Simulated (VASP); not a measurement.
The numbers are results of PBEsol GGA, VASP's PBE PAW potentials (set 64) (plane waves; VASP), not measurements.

VASP input:

### KPOINTS
```
Automatic mesh
0
Gamma
12 12 1
0 0 0
```

**POSCAR**
```
Ir(111) slab
1
    2.7102696887     0.0000000000     0.0000000000
   -1.3551348444     2.3471622831     0.0000000000
    0.0000000000     0.0000000000    26.0368961011
Ir
5
Direct
  0.6666670000   0.3333330000   0.3321099768
  0.3333330000   0.6666670000   0.4152390752
  1.0000000000   0.0000000000   0.5000000000
  0.6666670000   0.3333330000   0.5847609248
  0.3333330000   0.6666670000   0.6678900232
```

INCAR:
```
# general
SYSTEM  = Ir(111) slab
PREC    = Normal
ENCUT   = 400   # plane-wave cut-off (eV)
LREAL   = .FALSE.   # projection in real space or not
LASPH   = .TRUE.   # aspherical one-centre terms

# electronic loop
EDIFF   = 1E-6   # SCF stop (eV)
NELM    = 100
NELMIN  = 4
ALGO    = Normal
LMAXMIX = 6

# smearing
ISMEAR  = 1   # Methfessel-Paxton
SIGMA   = 0.1   # width (eV)

# functional
GGA     = PS   # PBEsol

# output
LWAVE   = .FALSE.
LCHARG  = .FALSE.
LORBIT  = 11
LVHAR   = .TRUE.

# other
LDIPOL  = .TRUE.
IDIPOL  = 3
DIPOL   = 0.5 0.5 0.5
```

POTCAR, in this order: Ir (PBE.64 set). Program: vasp_std. Read from the step before: WAVECAR.

Output of the run:

File OSZICAR:
```
       N       E                     dE             d eps       ncg     rms          rms(c)
DAV:   1    -0.469978711852E+02   -0.46998E+02   -0.14108E-03  1894   0.276E-01    0.145E-01
DAV:   2    -0.470044644286E+02   -0.65932E-02   -0.46579E-02  1897   0.175E+00    0.796E-01
DAV:   3    -0.469975810739E+02    0.68834E-02   -0.30654E-02  1929   0.145E+00    0.448E-02
DAV:   4    -0.469976051622E+02   -0.24088E-04   -0.39188E-04  1350   0.120E-01    0.191E-02
DAV:   5    -0.469976058583E+02   -0.69611E-06   -0.44779E-05  1545   0.399E-02    0.322E-03
DAV:   6    -0.469976063878E+02   -0.52950E-06   -0.42277E-06   713   0.103E-02
   1 F= -.46997606E+02 E0= -.46997024E+02  d E =-.174584E-02
```

### OUTCAR
```
------------------------ aborting loop because EDIFF is reached ----------------------------------------
  FORCE on cell =-STRESS in cart. coord.  units (eV):
  Direction    XX          YY          ZZ          XY          YZ          ZX
  --------------------------------------------------------------------------------------
  Total       -3.8901418     -3.8901414      0.0495664      0.0000000      0.0000000     -0.0000000
  in kB      -37.6297369    -37.6297331      0.4794610      0.0000000      0.0000000     -0.0000000
  external PRESSURE =     -24.9266697 kB  Pullay stress =       0.0000000 kB
  volume of cell :      165.63
      direct lattice vectors                 reciprocal lattice vectors
     2.710269689  0.000000000  0.000000000     0.368966972  0.213023191  0.000000000
    -1.355134844  2.347162283  0.000000000     0.000000000  0.426046383  0.000000000
     0.000000000  0.000000000 26.036896101     0.000000000  0.000000000  0.038407036
 POSITION                                       TOTAL-FORCE (eV/Angst)
 -----------------------------------------------------------------------------------
      1.35514      0.78239      8.64711        -0.000000     -0.000000     -0.004684
     -0.00000      1.56478     10.81154         0.000000      0.000000     -0.002634
      0.00000      0.00000     13.01845         0.000000      0.000000      0.000000
      1.35514      0.78239     15.22536        -0.000000     -0.000000      0.002634
     -0.00000      1.56478     17.38978         0.000000      0.000000      0.004684
 -----------------------------------------------------------------------------------
    total drift:                                0.000000      0.000000      0.000000
  FREE ENERGIE OF THE ION-ELECTRON SYSTEM (eV)
  ---------------------------------------------------
  free  energy   TOTEN  =       -46.9976063878 eV

  energy  without entropy=      -46.9958605499  energy(sigma->0) =      -46.99702444

 total charge

# of ion       s       p       d       tot
------------------------------------------
    1        0.674   0.601   6.910   8.185
    2        0.674   0.754   6.982   8.410
    3        0.678   0.756   6.979   8.413
    4        0.674   0.754   6.982   8.410
    5        0.674   0.601   6.910   8.185
--------------------------------------------------
tot          3.375   3.466  34.762  41.603
```
(Selected blocks of OUTCAR.)

The cell is a thin slab with vacuum, built from Ir (fcc): (111) face. VASP warned that the highest band is occupied, so more bands are needed.
